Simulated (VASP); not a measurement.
# SnSe: convergence with the plane-wave cutoff and precision settings, part 3 of 4

A convergence test on SnSe: the plane-wave cutoff and precision settings. The series runs use PBE. The start is a computed cell from the Materials Project.

VASP 6.6.1; PBE; plane waves and PAW (Sn_d, Se).

Still holding for the runs below: Spin-orbit coupling is off here; it can split and shift levels that hold much weight on Sn by tenths of an eV or more.

So far. Step 11 (Precision settings: PREC = Low): The series starts at -4.1040 eV an atom and 1.23 GPa, after 14 cycles in 7.6 s. Step 12 (Precision settings: PREC = Medium): Against the first of the series the energy moves by +1.40 meV an atom and the pressure by -0.10 GPa, after 14 cycles in 7.6 s.

## Step 13: Precision settings: PREC = Normal

Contents of INCAR:

```
SYSTEM = SnSe
PREC = Normal
ENCUT = 400
EDIFF = 1E-06
NELM = 100
ISMEAR = -1
SIGMA = 0.05
LREAL = .FALSE.
ALGO = Normal
GGA = PE
NBANDS = 49
LORBIT = 11
LWAVE = .FALSE.
LCHARG = .FALSE.
KPAR = 4
NCORE = 2
ISIF = 2
```

Contents of POSCAR:

```
SnSe
1.0
   11.6644585000      0.0000000000      0.0000000000
    0.0000000000      4.1262509500      0.0000000000
    0.0000000000      0.0000000000      4.7009074500
Sn Se
4 4
Direct
    0.6187868500      0.7500000000      0.3765543000
    0.8812131500      0.2500000000      0.8765543000
    0.3812131500      0.2500000000      0.6234457000
    0.1187868500      0.7500000000      0.1234457000
    0.1485530300      0.2500000000      0.5091818000
    0.6485530300      0.2500000000      0.9908182000
    0.3514469700      0.7500000000      0.0091818000
    0.8514469700      0.7500000000      0.4908182000
```

Contents of KPOINTS:

```
Automatic mesh
0
Gamma
2 6 5
0 0 0
```

The projector-augmented-wave data sets are Sn_d and Se (PBE family, release 64).

The run is started by

```
> mpirun -np 8 vasp_std
```

The program printed:

```text
[... set-up lines as in an earlier step ...]
 entering main loop
       N       E                     dE             d eps       ncg     rms          rms(c)
DAV:   1     0.786803122097E+03    0.78680E+03   -0.32214E+04  2504   0.176E+03
DAV:   2     0.964066044905E+02   -0.69040E+03   -0.67024E+03  2376   0.516E+02
DAV:   3    -0.258454687751E+02   -0.12225E+03   -0.11715E+03  2859   0.187E+02
DAV:   4    -0.333453214714E+02   -0.74999E+01   -0.73932E+01  2762   0.484E+01
[...]
DAV:  12    -0.328179815971E+02    0.13795E-04   -0.40271E-05  2983   0.332E-02    0.685E-03
DAV:  13    -0.328179829429E+02   -0.13458E-05   -0.66773E-06  2232   0.109E-02    0.196E-03
DAV:  14    -0.328179829679E+02   -0.24957E-07   -0.44055E-07  1548   0.554E-03
   1 F= -.32817983E+02 E0= -.32817971E+02  d E =-.248084E-04
```

It took 7.8 s on 8 MPI ranks of Intel Xeon 6975P-C (Granite Rapids), shared host; peak memory 1.6 GiB.

From OUTCAR (step 13):

```text
  Total        1.6137238      1.9050470      1.2674297      0.0000000      0.0000000      0.0000000
  in kB       11.4271485     13.4900751      8.9749605      0.0000000      0.0000000      0.0000000
  external PRESSURE =      11.2973947 kB  Pullay stress =       0.0000000 kB

 POSITION                                       TOTAL-FORCE (eV/Angst)
 -----------------------------------------------------------------------------------
      7.21781      3.09469      1.77015        -0.144595     -0.000000      0.154657
     10.27887      1.03156      4.12060         0.144595     -0.000000      0.154657
      4.44664      1.03156      2.93076         0.144595     -0.000000     -0.154657
      1.38558      3.09469      0.58031        -0.144595     -0.000000     -0.154657
      1.73279      1.03156      2.39362        -0.118252      0.000000      0.169393
      7.56502      1.03156      4.65774        -0.118252      0.000000     -0.169393
      4.09944      3.09469      0.04316         0.118252     -0.000000      0.169393
      9.93167      3.09469      2.30729         0.118252     -0.000000     -0.169393
 -----------------------------------------------------------------------------------
    total drift:                               -0.000000     -0.000000     -0.000000

  FREE ENERGIE OF THE ION-ELECTRON SYSTEM (eV)
  ---------------------------------------------------
  free  energy   TOTEN  =       -32.8179829679 eV

  energy  without entropy=      -32.8179581595  energy(sigma->0) =      -32.81797056

[... 2 parts as in an earlier step ...]

[... 1 further part left out ...]
[key lines of the parts left out:]
E-fermi :   5.0975
```

Against the first of the series the energy moves by +1.73 meV an atom and the pressure by -0.10 GPa, after 14 cycles in 7.8 s.

## Step 14: Precision settings: PREC = Single

Edit INCAR of step 13 so:

```diff
@@ -1,3 +1,3 @@
 SYSTEM = SnSe
-PREC = Normal
+PREC = Single
 ENCUT = 400
```

POSCAR is that of step 13.

KPOINTS is that of step 13.

The run is started by

```
> mpirun -np 8 vasp_std
```

The program printed:

```text
[... set-up lines as in an earlier step ...]
 entering main loop
       N       E                     dE             d eps       ncg     rms          rms(c)
DAV:   1     0.786803017349E+03    0.78680E+03   -0.32214E+04  2504   0.176E+03
DAV:   2     0.964051224555E+02   -0.69040E+03   -0.67024E+03  2376   0.516E+02
DAV:   3    -0.258474199251E+02   -0.12225E+03   -0.11715E+03  2859   0.187E+02
DAV:   4    -0.333472469438E+02   -0.74998E+01   -0.73931E+01  2762   0.484E+01
[...]
DAV:  12    -0.328205877824E+02    0.13807E-04   -0.40305E-05  2983   0.333E-02    0.686E-03
DAV:  13    -0.328205891270E+02   -0.13446E-05   -0.66865E-06  2232   0.109E-02    0.196E-03
DAV:  14    -0.328205891521E+02   -0.25088E-07   -0.44120E-07  1548   0.554E-03
   1 F= -.32820589E+02 E0= -.32820577E+02  d E =-.247940E-04
```

Elapsed: 11 s, on 8 MPI ranks; peak memory 1.4 GiB.

OUTCAR, selected parts (step 14):

```text
  Total        1.5213983      1.9248677      1.3319834      0.0000000     -0.0000000      0.0000000
  in kB       10.7733700     13.6304294      9.4320800      0.0000000     -0.0000000      0.0000000
  external PRESSURE =      11.2786265 kB  Pullay stress =       0.0000000 kB

 POSITION                                       TOTAL-FORCE (eV/Angst)
 -----------------------------------------------------------------------------------
      7.21781      3.09469      1.77015        -0.142192     -0.000000      0.150769
     10.27887      1.03156      4.12060         0.142192      0.000000      0.150769
      4.44664      1.03156      2.93076         0.142192      0.000000     -0.150769
      1.38558      3.09469      0.58031        -0.142192     -0.000000     -0.150769
      1.73279      1.03156      2.39362        -0.118454     -0.000000      0.171139
      7.56502      1.03156      4.65774        -0.118454     -0.000000     -0.171139
      4.09944      3.09469      0.04316         0.118454     -0.000000      0.171139
      9.93167      3.09469      2.30729         0.118454     -0.000000     -0.171139
 -----------------------------------------------------------------------------------
    total drift:                               -0.000000      0.000000      0.000000

  FREE ENERGIE OF THE ION-ELECTRON SYSTEM (eV)
  ---------------------------------------------------
  free  energy   TOTEN  =       -32.8205891521 eV

  energy  without entropy=      -32.8205643581  energy(sigma->0) =      -32.82057676

[... 2 parts as in an earlier step ...]

[... 1 further part left out ...]
[key lines of the parts left out:]
E-fermi :   5.0976
```

Against the first of the series the energy moves by +1.41 meV an atom and the pressure by -0.10 GPa, after 14 cycles in 11 s.

## Step 15: Precision settings: PREC = Accurate

Edit INCAR of step 14 so:

```diff
@@ -1,3 +1,3 @@
 SYSTEM = SnSe
-PREC = Single
+PREC = Accurate
 ENCUT = 400
```

POSCAR is that of step 14.

KPOINTS is that of step 14.

The run is started by

```
> mpirun -np 8 vasp_std
```

The program printed:

```text
[... set-up lines as in an earlier step ...]
 entering main loop
       N       E                     dE             d eps       ncg     rms          rms(c)
DAV:   1     0.786803452865E+03    0.78680E+03   -0.32214E+04  2504   0.176E+03
DAV:   2     0.964069329382E+02   -0.69040E+03   -0.67024E+03  2376   0.516E+02
DAV:   3    -0.258450433090E+02   -0.12225E+03   -0.11715E+03  2859   0.187E+02
DAV:   4    -0.333448103895E+02   -0.74998E+01   -0.73931E+01  2762   0.484E+01
[...]
DAV:  12    -0.328173883344E+02    0.13795E-04   -0.40272E-05  2983   0.332E-02    0.685E-03
DAV:  13    -0.328173896800E+02   -0.13456E-05   -0.66773E-06  2232   0.109E-02    0.196E-03
DAV:  14    -0.328173897051E+02   -0.25055E-07   -0.44059E-07  1548   0.554E-03
   1 F= -.32817390E+02 E0= -.32817377E+02  d E =-.248106E-04
```

Elapsed: 12 s, on 8 MPI ranks; peak memory 1.8 GiB; 90 s of CPU time.

Parts of OUTCAR (step 15):

```text
  Total        1.6065557      1.8843127      1.2749921      0.0000000      0.0000000      0.0000000
  in kB       11.3763892     13.3432507      9.0285117      0.0000000      0.0000000      0.0000000
  external PRESSURE =      11.2493839 kB  Pullay stress =       0.0000000 kB

 POSITION                                       TOTAL-FORCE (eV/Angst)
 -----------------------------------------------------------------------------------
      7.21781      3.09469      1.77015        -0.142037      0.000000      0.156338
     10.27887      1.03156      4.12060         0.142037      0.000000      0.156338
      4.44664      1.03156      2.93076         0.142037      0.000000     -0.156338
      1.38558      3.09469      0.58031        -0.142037     -0.000000     -0.156338
      1.73279      1.03156      2.39362        -0.117627     -0.000000      0.169419
      7.56502      1.03156      4.65774        -0.117627     -0.000000     -0.169419
      4.09944      3.09469      0.04316         0.117627     -0.000000      0.169419
      9.93167      3.09469      2.30729         0.117627     -0.000000     -0.169419
 -----------------------------------------------------------------------------------
    total drift:                               -0.000000      0.000000     -0.000000

  FREE ENERGIE OF THE ION-ELECTRON SYSTEM (eV)
  ---------------------------------------------------
  free  energy   TOTEN  =       -32.8173897051 eV

  energy  without entropy=      -32.8173648945  energy(sigma->0) =      -32.81737730

[... 2 parts as in an earlier step ...]

[... 1 further part left out ...]
[key lines of the parts left out:]
E-fermi :   5.0975
```

Against the first of the series the energy moves by +1.81 meV an atom and the pressure by -0.10 GPa, after 14 cycles in 12 s.

## Step 16: Precision settings: LREAL = Auto

Edit INCAR of step 15 so:

```diff
@@ -7,3 +7,3 @@
 SIGMA = 0.05
-LREAL = .FALSE.
+LREAL = Auto
 ALGO = Normal
```

POSCAR is that of step 15.

KPOINTS is that of step 15.

The run is started by

```
> mpirun -np 8 vasp_std
```

The program printed:

```text
[banner, memory and clock lines left out]
running    8 mpi-ranks, on    1 nodes
[...]
|                                                                             |
|               ----> ADVICE to this user running VASP <----                  |
|                                                                             |
|     You have a (more or less) 'small supercell' and for smaller cells       |
|     it is recommended to use the reciprocal-space projection scheme!        |
|     The real-space optimization is not efficient for small cells and it     |
|     is also less accurate ...                                               |
|     Therefore, set LREAL=.FALSE. in the INCAR file.                         |
|                                                                             |

 LDA part: xc-table for (Slater+PW92), standard interpolation
 POSCAR, INCAR and KPOINTS ok, starting setup
[...]
entering main loop
       N       E                     dE             d eps       ncg     rms          rms(c)
DAV:   1     0.786801709693E+03    0.78680E+03   -0.32214E+04  2504   0.176E+03
DAV:   2     0.964050690998E+02   -0.69040E+03   -0.67024E+03  2376   0.516E+02
DAV:   3    -0.258482008456E+02   -0.12225E+03   -0.11715E+03  2859   0.187E+02
DAV:   4    -0.333465202249E+02   -0.74983E+01   -0.73929E+01  2754   0.484E+01
[...]
DAV:  12    -0.328202904673E+02    0.13545E-04   -0.39641E-05  2984   0.331E-02    0.687E-03
DAV:  13    -0.328202918068E+02   -0.13395E-05   -0.66077E-06  2232   0.109E-02    0.195E-03
DAV:  14    -0.328202918238E+02   -0.16973E-07   -0.44343E-07  1548   0.556E-03
   1 F= -.32820292E+02 E0= -.32820279E+02  d E =-.247892E-04
```

Elapsed: 16 s, on 8 MPI ranks; peak memory 1.7 GiB; 2 min of CPU time.

Parts of OUTCAR (step 16):

```text
  Total        1.5930726      1.8611321      1.3087944      0.0000000      0.0000000      0.0000000
  in kB       11.2809122     13.1791031      9.2678734      0.0000000      0.0000000      0.0000000
  external PRESSURE =      11.2426295 kB  Pullay stress =       0.0000000 kB

 POSITION                                       TOTAL-FORCE (eV/Angst)
 -----------------------------------------------------------------------------------
      7.21781      3.09469      1.77015        -0.142350     -0.000000      0.155522
     10.27887      1.03156      4.12060         0.142350     -0.000000      0.155522
      4.44664      1.03156      2.93076         0.142350      0.000000     -0.155522
      1.38558      3.09469      0.58031        -0.142350      0.000000     -0.155522
      1.73279      1.03156      2.39362        -0.105677     -0.000000      0.177820
      7.56502      1.03156      4.65774        -0.105677     -0.000000     -0.177820
      4.09944      3.09469      0.04316         0.105677     -0.000000      0.177820
      9.93167      3.09469      2.30729         0.105677     -0.000000     -0.177820
 -----------------------------------------------------------------------------------
    total drift:                               -0.000000      0.000000     -0.000000

  FREE ENERGIE OF THE ION-ELECTRON SYSTEM (eV)
  ---------------------------------------------------
  free  energy   TOTEN  =       -32.8202918238 eV

  energy  without entropy=      -32.8202670346  energy(sigma->0) =      -32.82027943

[... 2 parts as in an earlier step ...]

[... 1 further part left out ...]
[key lines of the parts left out:]
E-fermi :   5.0976
```

Against PREC = Accurate, on which this run builds, the energy moves by -0.36 meV an atom while the pressure stays within 0.01 GPa, after 14 cycles in 16 s.

## Step 17: Precision settings: ADDGRID on

Edit INCAR of step 16 so:

```diff
@@ -7,3 +7,3 @@
 SIGMA = 0.05
-LREAL = Auto
+LREAL = .FALSE.
 ALGO = Normal
@@ -17 +17,2 @@
 ISIF = 2
+ADDGRID = .TRUE.
```

POSCAR is that of step 16.

KPOINTS is that of step 16.

The run is started by

```
> mpirun -np 8 vasp_std
```

The program printed:

```text
[... set-up lines as in an earlier step ...]
 entering main loop
       N       E                     dE             d eps       ncg     rms          rms(c)
DAV:   1     0.786803354194E+03    0.78680E+03   -0.32214E+04  2504   0.176E+03
DAV:   2     0.964068205863E+02   -0.69040E+03   -0.67024E+03  2376   0.516E+02
DAV:   3    -0.258451577617E+02   -0.12225E+03   -0.11715E+03  2859   0.187E+02
DAV:   4    -0.333449249988E+02   -0.74998E+01   -0.73931E+01  2762   0.484E+01
[...]
DAV:  12    -0.328174889221E+02    0.13794E-04   -0.40271E-05  2983   0.332E-02    0.686E-03
DAV:  13    -0.328174902678E+02   -0.13457E-05   -0.66772E-06  2232   0.109E-02    0.197E-03
DAV:  14    -0.328174902917E+02   -0.23912E-07   -0.44059E-07  1548   0.554E-03
   1 F= -.32817490E+02 E0= -.32817478E+02  d E =-.248106E-04
```

Wall time 17 s (8 MPI ranks); peak memory 2.5 GiB; 2.2 min of CPU time.

(Part 3 of 4 ends here.)

[Lines on the potential files, build, host, timing and source positions are cut from VASP's logs without a mark.]

[Logs are printed without paths, hosts, clocks, repeated set-up lines and the standing remarks that a program may print on its own settings, such as how far it seeks lower states.]

[Hosts, paths, dates, database ids (printed as entryN), source tags and the programs' standing remarks are cut or masked in the printed files.]

[A measured line is paired with the nearest computed mode of its activity, which favours agreement.]

[In band tables of VASP the shares of atoms and orbitals are scaled to a sum of 1 inside the atoms' spheres.]
